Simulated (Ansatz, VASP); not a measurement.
CuB6 in VASP and in Ansatz

```
Cu B
1.0
     0.00000    2.96047    2.96047
     2.96047    0.00000    2.96047
     2.96047    2.96047    0.00000
Cu B
1 6
Direct
  0.00000 0.00000 0.00000
  0.50000 0.50000 0.00000
  0.50000 0.00000 0.50000
  0.00000 0.00000 0.50000
  0.00000 0.50000 0.00000
  0.00000 0.50000 0.50000
  0.50000 0.00000 0.00000
```

Change from the starting cell: species swapped into the Zn6Mo type (Fm-3m, No. 225).

Alike in both runs: functional PBE; k mesh 12 × 12 × 12; occupations gaussian, width 0.1 eV; no spin polarisation.

Ansatz relaxed the structure, and its values are those at the end. VASP's run is a single point on that final structure, the one shown.

|  | VASP | Ansatz |
| --- | --- | --- |
| version | VASP 6.6.1 | Ansatz 0.2.0 |
| potentials or method | VASP PAW PBE potentials, release 64 (Cu, B) | scalar-relativistic, plane waves, PAW |
| plane-wave cutoff (eV) | 520 | 420 |
| valence electrons in the cell | 29 | 37 |

Ansatz gave:

* gap on the k mesh at the Fermi level (eV): none
* pressure (GPa): 0.0

Q: What did VASP give for the same quantities?

A: gap on the k mesh at the Fermi level (eV): none; pressure (GPa): -0.3.

A gap of «none» marks a metal or a gap that the smearing closes. With one functional, cell and mesh, what is left measures potentials, basis and numerics. The two sets of potentials don't hold the same shells in valence.
